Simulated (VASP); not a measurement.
# W7S16 (a cell with a defect) in VASP: further runs

The runs below take W7S16 (a cell with a defect) through single point, with PBEsol.

Everything below comes from runs of VASP 6.6.1. Logs are shortened: lines on timing, memory, paths and dates and some standing lists are left out, and cuts for length are marked.

**1. The crystal as given**

The cell holds a defect, 23 atoms: a = 6.306 Å, b = 6.306 Å, c = 12.323 Å, α = 90.00°, β = 90.00°, γ = 120.00°.

**2. Single point, PBEsol, collinear spin, ferromagnetic start**

File INCAR:

```
ALGO = Normal ; EDIFF = 1E-5
ENCUT = 350 ; GGA = PS
ISIF = 2 ; ISMEAR = 0
ISPIN = 2 ; KPAR = 4
LASPH = T ; LCHARG = F
LMAXMIX = 4 ; LORBIT = 11
LREAL = Auto ; LWAVE = F
MAGMOM = 0 0 0 0 0 0 0 0 0 0 0 0.5 0.5 0.5 0 0 0 0 0 0.5 0.5 0.5 0 ; NBANDS = 118
NELECT = 195.0 ; NELM = 120
PREC = Accurate ; SIGMA = 0.03
```

File KPOINTS:

```
k-points
0
Gamma
  3 3 2
```

File POSCAR:

```
W7S16
1.0
    6.3064000000      0.0000000000      0.0000000000
   -3.1532000000      5.4615026064      0.0000000000
    0.0000000000      0.0000000000     12.3230000000
W S
7 16
Direct
    0.1666666667      0.8333333333      0.2500000000
    0.6666666667      0.3333333333      0.2500000000
    0.6666666667      0.8333333333      0.2500000000
    0.3333333333      0.1666666667      0.7500000000
    0.3333333333      0.6666666667      0.7500000000
    0.8333333333      0.1666666667      0.7500000000
    0.8333333333      0.6666666667      0.7500000000
    0.1666666667      0.3333333333      0.6225000000
    0.1666666667      0.8333333333      0.6225000000
    0.6666666667      0.3333333333      0.6225000000
    0.6666666667      0.8333333333      0.6225000000
    0.3333333333      0.1666666667      0.1225000000
    0.3333333333      0.6666666667      0.1225000000
    0.8333333333      0.1666666667      0.1225000000
    0.8333333333      0.6666666667      0.1225000000
    0.1666666667      0.3333333333      0.8775000000
    0.1666666667      0.8333333333      0.8775000000
    0.6666666667      0.3333333333      0.8775000000
    0.6666666667      0.8333333333      0.8775000000
    0.3333333333      0.1666666667      0.3775000000
    0.3333333333      0.6666666667      0.3775000000
    0.8333333333      0.1666666667      0.3775000000
    0.8333333333      0.6666666667      0.3775000000
```

Potentials or basis: VASP PAW PBE potentials, release 64 (W_sv, S).

Launch:

```bash
$ cat potpaw_PBE.64/W_sv/POTCAR potpaw_PBE.64/S/POTCAR > POTCAR
$ mpirun -np 4 vasp_std > vasp.out
```

OUTCAR:

```text
EDIFF = 1E-5
   ENCUT = 350
   GGA = PS
   ISIF = 2
   ISMEAR = 0
   ISPIN = 2
   LASPH = T
   LORBIT = 11
   LREAL = Auto
   NELECT = 195.0
   NELM = 120
   PREC = Accurate

 ion  position               nearest neighbor table
   1  0.167  0.833  0.250-  13 2.40  21 2.40  20 2.40  12 2.40  15 2.40  23 2.40   2 3.15   2 3.15
                             3 3.15   3 3.15
   2  0.667  0.333  0.250-  14 2.40  22 2.40  15 2.40  23 2.40  12 2.40  20 2.40   1 3.15   3 3.15
                             3 3.15   1 3.15
   3  0.667  0.833  0.250-  15 2.40  23 2.40  22 2.40  14 2.40  13 2.40  21 2.40   2 3.15   2 3.15
                             1 3.15   1 3.15
   4  0.333  0.167  0.750-   8 2.40  16 2.40   9 2.40  17 2.40  10 2.40  18 2.40   5 3.15   7 3.15
                             5 3.15   7 3.15   6 3.15   6 3.15
   5  0.333  0.667  0.750-   9 2.40  17 2.40  16 2.40   8 2.40  11 2.40  19 2.40   4 3.15   6 3.15
                             4 3.15   6 3.15   7 3.15   7 3.15
   6  0.833  0.167  0.750-  10 2.40  18 2.40  11 2.40  19 2.40   8 2.40  16 2.40   5 3.15   7 3.15
                             7 3.15   5 3.15   4 3.15   4 3.15
   7  0.833  0.667  0.750-  11 2.40  19 2.40  18 2.40  10 2.40   9 2.40  17 2.40   4 3.15   6 3.15
                             6 3.15   4 3.15   5 3.15   5 3.15
   8  0.167  0.333  0.623-   4 2.40   5 2.40   6 2.40
   9  0.167  0.833  0.623-   5 2.40   4 2.40   7 2.40
  10  0.667  0.333  0.623-   6 2.40   7 2.40   4 2.40
  11  0.667  0.833  0.623-   7 2.40   6 2.40   5 2.40
  12  0.333  0.167  0.123-   1 2.40   2 2.40
  13  0.333  0.667  0.123-   1 2.40   3 2.40
  14  0.833  0.167  0.123-   2 2.40   3 2.40
  15  0.833  0.667  0.123-   3 2.40   2 2.40   1 2.40
  16  0.167  0.333  0.877-   4 2.40   5 2.40   6 2.40
  17  0.167  0.833  0.877-   5 2.40   4 2.40   7 2.40
  18  0.667  0.333  0.877-   6 2.40   7 2.40   4 2.40
  19  0.667  0.833  0.877-   7 2.40   6 2.40   5 2.40
  20  0.333  0.167  0.377-   1 2.40   2 2.40
  21  0.333  0.667  0.377-   1 2.40   3 2.40
  22  0.833  0.167  0.377-   2 2.40   3 2.40
  23  0.833  0.667  0.377-   3 2.40   2 2.40   1 2.40

  LATTYP: Found a hexagonal cell.
 ALAT       =     6.3064000000
 C/A-ratio  =     1.9540466827

  Lattice vectors:

 A1 = (   6.3064000000,   0.0000000000,   0.0000000000)
 A2 = (  -3.1532000000,   5.4615026064,   0.0000000000)
 A3 = (   0.0000000000,   0.0000000000,  12.3230000000)

Analysis of symmetry for initial positions (statically):
=====================================================================
 Subroutine PRICEL returns:
 Original cell was already a primitive cell.

 Routine SETGRP: Setting up the symmetry group for a
 hexagonal supercell.

 Subroutine GETGRP returns: Found 12 space group operations
 (whereof  2 operations were pure point group operations)
 out of a pool of 24 trial point group operations.

The static configuration has the point symmetry C_1h.
[... 201 lines left out ...]
  energy without entropy =     -174.94167407  energy(sigma->0) =     -174.94304107

 E-fermi :   7.0166     XC(G=0): -10.9086

 val. band max:        7.0069201331   @ k =   0.3333  -0.0000   0.5000
 cond. band min:       7.1041711719   @ k =   0.3333  -0.0000   0.0000
 fundamental gap:      0.0972510388
 Fermi energy:         7.0166171631

 spin component 1

 k-point     1 :       0.0000    0.0000    0.0000
  band No.  band energies     occupation
      1     -68.1765      1.00000
      2     -68.1589      1.00000
      3     -68.1589      1.00000
      4     -68.1494      1.00000
      5     -67.5653      1.00000
      6     -67.5509      1.00000
[... 661 lines left out ...]
    108       8.6419      0.00000
    109       8.6951      0.00000
 Fermi energy:         7.0166171631

 spin component 2

 k-point     1 :       0.0000    0.0000    0.0000
  band No.  band energies     occupation
      1     -68.1760      1.00000
      2     -68.1584      1.00000
      3     -68.1584      1.00000
      4     -68.1491      1.00000
      5     -67.5660      1.00000
      6     -67.5515      1.00000
[... 661 lines left out ...]
    108       8.6461      0.00000
    109       8.7012      0.00000
 [bands above 109 left out]

------------------------ aborting loop because EDIFF is reached ----------------------------------------

  FORCE on cell =-STRESS in cart. coord.  units (eV):
  Direction    XX          YY          ZZ          XY          YZ          ZX
  --------------------------------------------------------------------------------------
  -------------------------------------------------------------------------------------
  Total        6.7771333      6.7771333      5.5509973      0.0000000     -0.0000000     -0.0000000
  in kB       25.5827074     25.5827074     20.9542195      0.0000000     -0.0000000     -0.0000000
  external PRESSURE =      24.0398781 kB  Pullay stress =       0.0000000 kB

 VOLUME and BASIS-vectors are now :
 -----------------------------------------------------------------------------
  energy-cutoff  :      350.00
  volume of cell :      424.43
      direct lattice vectors                 reciprocal lattice vectors
     6.306400000  0.000000000  0.000000000     0.158569073  0.091549897  0.000000000
    -3.153200000  5.461502606  0.000000000     0.000000000  0.183099794  0.000000000
     0.000000000  0.000000000 12.323000000     0.000000000  0.000000000  0.081149071

 POSITION                                       TOTAL-FORCE (eV/Angst)
 -----------------------------------------------------------------------------------
     -1.57660      4.55125      3.08075         0.784624      0.453003      0.000000
      3.15320      1.82050      3.08075        -0.000000     -0.906006      0.000000
      1.57660      4.55125      3.08075        -0.784624      0.453003      0.000000
      1.57660      0.91025      9.24225        -0.033095      0.019107      0.000000
     -0.00000      3.64100      9.24225         0.000000     -0.038215     -0.000000
      4.72980      0.91025      9.24225         0.033095      0.019107      0.000000
[... 15 lines left out ...]
      4.72980      0.91025      4.65193         0.056805      0.032797     -0.529723
      3.15320      3.64100      4.65193         0.000000      0.000000     -0.366946
 -----------------------------------------------------------------------------------
    total drift:                                0.000001     -0.000001      0.000000

  FREE ENERGIE OF THE ION-ELECTRON SYSTEM (eV)
  ---------------------------------------------------
  free  energy   TOTEN  =      -174.9444080650 eV

  energy  without entropy=     -174.9416740711  energy(sigma->0) =     -174.94304107

 total charge

# of ion       s       p       d       tot
------------------------------------------
    1        2.337   6.328   3.367  12.032
    2        2.337   6.328   3.367  12.032
    3        2.337   6.328   3.367  12.032
    4        2.326   6.337   3.433  12.096
    5        2.326   6.337   3.433  12.096
    6        2.326   6.337   3.433  12.096
[... 15 lines left out ...]
   22        1.363   2.296   0.000   3.659
   23        1.354   2.345   0.000   3.700
--------------------------------------------------
tot         38.064  81.555  23.835 143.453

 magnetization (x)

# of ion       s       p       d       tot
------------------------------------------
    1       -0.001  -0.000  -0.003  -0.003
    2       -0.001  -0.000  -0.003  -0.003
    3       -0.001  -0.000  -0.003  -0.003
    4        0.000   0.000   0.001   0.001
    5        0.000   0.000   0.001   0.001
    6        0.000   0.000   0.001   0.001
[... 15 lines left out ...]
   22        0.003   0.083   0.000   0.085
   23       -0.000   0.003   0.000   0.003
--------------------------------------------------
tot          0.015   0.501  -0.004   0.512
```

It took 3 min on 4 MPI ranks of Intel Xeon 6975P-C (Granite Rapids), shared host; peak memory 0.59 GiB.

Results:

```yaml
Free_energy: -174.9444 eV
Largest_force: 0.906 eV/Å
Band_gap_on_the_k_mesh: none (metal or under the smearing width)
Net_moment: 0.78 μB per cell
Site_moments: W -0.00, +0.00; S +0.00, -0.00, +0.09 μB
Valence_electrons_inside_the_program's_atomic_spheres: W 12.03, 12.10; S 3.70, 3.66
```

Forces in eV/Å, atoms in the order of the input:
```
W    0.785  0.453  0.000
W    0.000 -0.906  0.000
W   -0.785  0.453  0.000
W   -0.033  0.019  0.000
W    0.000 -0.038  0.000
W    0.033  0.019  0.000
W    0.000  0.000  0.000
S    0.000  0.000  0.068
S    0.015  0.009  0.034
S    0.000 -0.017  0.034
S   -0.015  0.009  0.034
S   -0.057  0.033  0.530
S    0.000 -0.066  0.530
S    0.057  0.033  0.530
S    0.000  0.000  0.367
S    0.000  0.000 -0.068
S    0.015  0.009 -0.034
S    0.000 -0.017 -0.034
S   -0.015  0.009 -0.034
S   -0.057  0.033 -0.530
S    0.000 -0.066 -0.530
S    0.057  0.033 -0.530
S    0.000  0.000 -0.367
```

Levels at points of the mesh, in eV from the Fermi level:
Spin up:
```tsv
k point	band 95	band 96	band 97	band 98	band 99	band 100	band 101	band 102
(0.00, 0.00, 0.00)	-0.84	-0.59	-0.59	0.22	0.22	0.89	1.66	1.66
(0.00, 0.00, 0.50)	-0.75	-0.59	-0.59	0.23	0.23	0.93	1.65	1.65
```
Spin down:
```csv
k point,band 93,band 94,band 95,band 96,band 97,band 98,band 99,band 100,band 101,band 102
"(0.00, 0.00, 0.00)",-1.00,-1.00,-0.83,-0.54,-0.54,0.44,0.44,0.95,1.66,1.66
"(0.00, 0.00, 0.50)",-1.01,-1.01,-0.72,-0.54,-0.54,0.45,0.45,1.00,1.65,1.65
```

Caveat: the k mesh is coarse (spacing up to 0.38 Å⁻¹), so the values aren't converged; the cell is charged against a uniform background, so pressure and absolute levels hang on convention; the PAW data sets were made with another functional, which shifts forces and pressure a little.

**3. Single point, PBEsol, collinear spin, ferromagnetic start**

INCAR, as its differences from that of step 2:

```diff
@@ -7,3 +7,3 @@
 LREAL = Auto ; LWAVE = F
-MAGMOM = 0 0 0 0 0 0 0 0 0 0 0 0.5 0.5 0.5 0 0 0 0 0 0.5 0.5 0.5 0 ; NBANDS = 118
+MAGMOM = 0 0 0 0 0 0 0 0 0 0 0 0.17 0.17 0.17 0 0 0 0 0 0.17 0.17 0.17 0 ; NBANDS = 118
 NELECT = 195.0 ; NELM = 120
```

KPOINTS is that of step 2.

POSCAR is that of step 2.

Potentials or basis: VASP PAW PBE potentials, release 64 (W_sv, S).

Launch:

```bash
$ cat potpaw_PBE.64/W_sv/POTCAR potpaw_PBE.64/S/POTCAR > POTCAR
$ mpirun -np 4 vasp_std > vasp.out
```

Wall time 3 min (4 MPI ranks of Intel Xeon 6975P-C (Granite Rapids), shared host); peak memory 0.58 GiB.

The run converged. Its results:

* Free energy: -174.9444 eV
* Largest force: 0.906 eV/Å
* Band gap on the k mesh: none (metal or under the smearing width)
* Net moment: 0.78 μB per cell
* Site moments: W -0.00, +0.00; S +0.00, -0.00, +0.09 μB
* Valence electrons inside the program's atomic spheres: W 12.03, 12.10; S 3.70, 3.66

Forces on the atoms (eV/Å):
```
W    0.785  0.453  0.000
W    0.000 -0.906  0.000
W   -0.785  0.453  0.000
W   -0.033  0.019  0.000
W    0.000 -0.038  0.000
W    0.033  0.019  0.000
W    0.000  0.000  0.000
S    0.000  0.000  0.068
S    0.015  0.009  0.034
S    0.000 -0.017  0.034
S   -0.015  0.009  0.034
S   -0.057  0.033  0.530
S    0.000 -0.065  0.530
S    0.057  0.033  0.530
S    0.000  0.000  0.367
S    0.000  0.000 -0.068
S    0.015  0.009 -0.034
S    0.000 -0.017 -0.034
S   -0.015  0.009 -0.034
S   -0.057  0.033 -0.530
S    0.000 -0.065 -0.530
S    0.057  0.033 -0.530
S    0.000  0.000 -0.367
```

Levels at points of the mesh, in eV from the Fermi level:
Spin up:
```
           k point  band 95  band 96  band 97  band 98  band 99  band 100  band 101  band 102
(0.00, 0.00, 0.00)    -0.84    -0.59    -0.59     0.22     0.22      0.89      1.66      1.66
(0.00, 0.00, 0.50)    -0.75    -0.59    -0.59     0.23     0.23      0.93      1.65      1.65
```
Spin down:
| k point | band 94 | band 95 | band 96 | band 97 | band 98 | band 99 | band 100 | band 101 |
| --- | --- | --- | --- | --- | --- | --- | --- | --- |
| (0.00, 0.00, 0.00) | -1.00 | -0.83 | -0.54 | -0.54 | 0.44 | 0.44 | 0.95 | 1.66 |
| (0.00, 0.00, 0.50) | -1.01 | -0.72 | -0.54 | -0.54 | 0.45 | 0.45 | 1.00 | 1.65 |

Caveat: the k mesh is coarse (spacing up to 0.38 Å⁻¹), so the values aren't converged; the cell is charged against a uniform background, so pressure and absolute levels hang on convention; the PAW data sets were made with another functional, which shifts forces and pressure a little.

(Continued in part 2 of 3.)
